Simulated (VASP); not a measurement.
Calculation: HSE06 screened hybrid, VASP's PBE PAW potentials (set 64) (plane waves; VASP).

The input files of a VASP run:

INCAR:
```
AEXX = 0.25
ALGO = Normal
EDIFF = 1E-6
ENCUT = 300
GGA = PE
HFSCREEN = 0.2
ISIF = 2
ISMEAR = 0
ISYM = 3
LASPH = .TRUE.
LCHARG = .FALSE.
LHFCALC = .TRUE.
LMAXMIX = 4
LREAL = .FALSE.
LWAVE = .FALSE.
NELM = 100
PREC = Accurate
PRECFOCK = Fast
SIGMA = 0.01
SYSTEM = KI
```

POSCAR:
```
KI
1
    0.0000000000     3.5544790000     3.5544790000
    3.5544790000     0.0000000000     3.5544790000
    3.5544790000     3.5544790000     0.0000000000
K I
1 1
Direct
  0.0000000000   0.0000000000   0.0000000000
  0.5000000000   0.5000000000   0.5000000000
```

**KPOINTS**
```
Automatic mesh
0
Gamma
5 5 5
0 0 0
```

POTCAR, in this order: K_sv I (PBE.64 set). Program: vasp_std.

Output

**OSZICAR**
```
       N       E                     dE             d eps       ncg     rms          rms(c)
DAV:   1    -0.129645788009E+04   -0.12965E+04   -0.49173E+03   240   0.746E+02
DAV:   2    -0.137468393698E+04   -0.78226E+02   -0.73917E+02   320   0.202E+02
DAV:   3    -0.137908767682E+04   -0.44037E+01   -0.43918E+01   296   0.482E+01
DAV:   4    -0.137928475667E+04   -0.19708E+00   -0.19698E+00   412   0.995E+00
DAV:   5    -0.646263614117E+01    0.13728E+04   -0.52916E+00   240   0.216E+01    0.391E+00
DAV:   6    -0.640968560246E+01    0.52951E-01   -0.51036E-01   280   0.491E+00    0.377E+00
DAV:   7    -0.641046009444E+01   -0.77449E-03   -0.10586E-01   288   0.195E+00    0.286E+00
DAV:   8    -0.641329789848E+01   -0.28378E-02   -0.14360E-02   320   0.807E-01    0.188E+00
DAV:   9    -0.641497513694E+01   -0.16772E-02   -0.28132E-03   332   0.354E-01    0.109E+00
DAV:  10    -0.641605042470E+01   -0.10753E-02   -0.79907E-04   320   0.203E-01    0.604E-01
DAV:  11    -0.641669791519E+01   -0.64749E-03   -0.32128E-04   296   0.133E-01    0.330E-01
DAV:  12    -0.641706401639E+01   -0.36610E-03   -0.14841E-04   288   0.919E-02    0.176E-01
DAV:  13    -0.641726242701E+01   -0.19841E-03   -0.71593E-05   276   0.624E-02    0.955E-02
DAV:  14    -0.641736710254E+01   -0.10468E-03   -0.34969E-05   288   0.427E-02    0.517E-02
DAV:  15    -0.641742152379E+01   -0.54421E-04   -0.17016E-05   280   0.291E-02    0.291E-02
DAV:  16    -0.641744942948E+01   -0.27906E-04   -0.82887E-06   280   0.199E-02    0.171E-02
DAV:  17    -0.641746355693E+01   -0.14127E-04   -0.40229E-06   284   0.136E-02    0.107E-02
DAV:  18    -0.641747066624E+01   -0.71093E-05   -0.19697E-06   272   0.932E-03    0.700E-03
DAV:  19    -0.641747420393E+01   -0.35377E-05   -0.93929E-07   240   0.643E-03    0.474E-03
DAV:  20    -0.641747595183E+01   -0.17479E-05   -0.47321E-07   192   0.464E-03    0.327E-03
DAV:  21    -0.641747680886E+01   -0.85703E-06   -0.24998E-07   196   0.346E-03
   1 F= -.64174768E+01 E0= -.64174768E+01  d E =-.583045E-29
```

**OUTCAR**
```
------------------------ aborting loop because EDIFF is reached ----------------------------------------
  FORCE on cell =-STRESS in cart. coord.  units (eV):
  Direction    XX          YY          ZZ          XY          YZ          ZX
  --------------------------------------------------------------------------------------
  Total        0.0324087      0.0324087      0.0324087     -0.0000000      0.0000000     -0.0000000
  in kB        0.5781159      0.5781159      0.5781159     -0.0000000      0.0000000     -0.0000000
  external PRESSURE =       0.5781159 kB  Pullay stress =       0.0000000 kB
  volume of cell :       89.82
      direct lattice vectors                 reciprocal lattice vectors
     0.000000000  3.554479000  3.554479000    -0.140667592  0.140667592  0.140667592
     3.554479000  0.000000000  3.554479000     0.140667592 -0.140667592  0.140667592
     3.554479000  3.554479000  0.000000000     0.140667592  0.140667592 -0.140667592
  FREE ENERGIE OF THE ION-ELECTRON SYSTEM (eV)
  ---------------------------------------------------
  free  energy   TOTEN  =        -6.4174768089 eV

  energy  without entropy=       -6.4174768089  energy(sigma->0) =       -6.41747681

  exchange ACFDT corr.  =         0.00000000  see jH, gK, PRB 81, 115126
```
(Selected blocks of OUTCAR.)

At this cut-off the stress carries a Pulay error, which pulls relaxed volumes low.

The structure comes from a computed database's KI entry; how it stands against other phases isn't given here. The cell was not relaxed at this level. The run is one of a series of settings (KPOINTS 5×5×5 Γ-centred mesh against the base run), some of them coarse on purpose.
